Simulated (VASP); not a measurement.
Calculation: PBE GGA, VASP's PBE PAW potentials (set 64) (plane waves; VASP).

The input files of a VASP run:

### INCAR
```
LREAL  =  .FALSE.
SYSTEM  =  Tb
LASPH  =  .TRUE.   # aspherical one-centre terms
NELM  =  100   # most electronic steps
PREC  =  Accurate
EDIFF  =  1E-6   # SCF stop (eV)
ISMEAR  =  1
LCHARG  =  .FALSE.
ALGO  =  Normal   # blocked Davidson
GGA  =  PE   # PBE
SIGMA  =  0.1
ENCUT  =  400
LMAXMIX  =  6
ISIF  =  2
LWAVE  =  .FALSE.
```

File POSCAR:
```
Tb
1
    3.2949790000     0.0000000000     0.0000000000
    0.0000000000     3.2949790000     0.0000000000
    0.0000000000     0.0000000000     3.2949790000
Tb
1
Direct
  0.0000000000   0.0000000000   0.0000000000
```

### KPOINTS
```
Automatic mesh
0
Gamma
10 10 10
0 0 0
```

POTCAR, in this order: Tb_3 (PBE.64 set). Program: vasp_std.

Output

**OSZICAR**
```
       N       E                     dE             d eps       ncg     rms          rms(c)
DAV:   1     0.273020428497E+01    0.27302E+01   -0.38454E+03   912   0.727E+02
DAV:   2    -0.369471760883E+01   -0.64249E+01   -0.62085E+01  1408   0.731E+01
DAV:   3    -0.378396308999E+01   -0.89245E-01   -0.87973E-01  1096   0.638E+00
DAV:   4    -0.378460465838E+01   -0.64157E-03   -0.64663E-03  1496   0.430E-01
DAV:   5    -0.378460560784E+01   -0.94947E-06   -0.95018E-06  1152   0.119E-02    0.125E+01
DAV:   6    -0.378722023000E+01   -0.26146E-02   -0.11941E-02  1096   0.866E-01    0.740E+00
DAV:   7    -0.379296670416E+01   -0.57465E-02   -0.17072E-02  1136   0.106E+00    0.109E-01
DAV:   8    -0.379274490813E+01    0.22180E-03   -0.14889E-03  1016   0.280E-01    0.513E-02
DAV:   9    -0.379274822764E+01   -0.33195E-05   -0.23318E-05  1376   0.511E-02    0.116E-02
DAV:  10    -0.379274768415E+01    0.54349E-06   -0.40291E-06  1080   0.164E-02
   1 F= -.37927477E+01 E0= -.37932229E+01  d E =0.142556E-02
```

OUTCAR:
```
------------------------ aborting loop because EDIFF is reached ----------------------------------------
  FORCE on cell =-STRESS in cart. coord.  units (eV):
  Direction    XX          YY          ZZ          XY          YZ          ZX
  --------------------------------------------------------------------------------------
  Total       -0.2099438     -0.2099438     -0.2099438     -0.0000000     -0.0000000      0.0000000
  in kB       -9.4027666     -9.4027666     -9.4027666     -0.0000000     -0.0000000      0.0000000
  external PRESSURE =      -9.4027666 kB  Pullay stress =       0.0000000 kB
  volume of cell :       35.77
      direct lattice vectors                 reciprocal lattice vectors
     3.294979000  0.000000000  0.000000000     0.303492071  0.000000000  0.000000000
     0.000000000  3.294979000  0.000000000     0.000000000  0.303492071  0.000000000
     0.000000000  0.000000000  3.294979000     0.000000000  0.000000000  0.303492071
 POSITION                                       TOTAL-FORCE (eV/Angst)
 -----------------------------------------------------------------------------------
      0.00000      0.00000      0.00000         0.000000      0.000000      0.000000
 -----------------------------------------------------------------------------------
    total drift:                                0.000000      0.000000     -0.000000
  FREE ENERGIE OF THE ION-ELECTRON SYSTEM (eV)
  ---------------------------------------------------
  free  energy   TOTEN  =        -3.7927476841 eV

  energy  without entropy=       -3.7941732459  energy(sigma->0) =       -3.79322287
```
(Selected blocks of OUTCAR.)

The 4f electrons are frozen in the core of the lanthanide potential, so 4f levels, which can set the real gap, and their magnetism are missing.

The structure was generated: Tb was put into the simple-cubic type (Pm-3m), which need not be its known phase. The cell was not relaxed at this level.
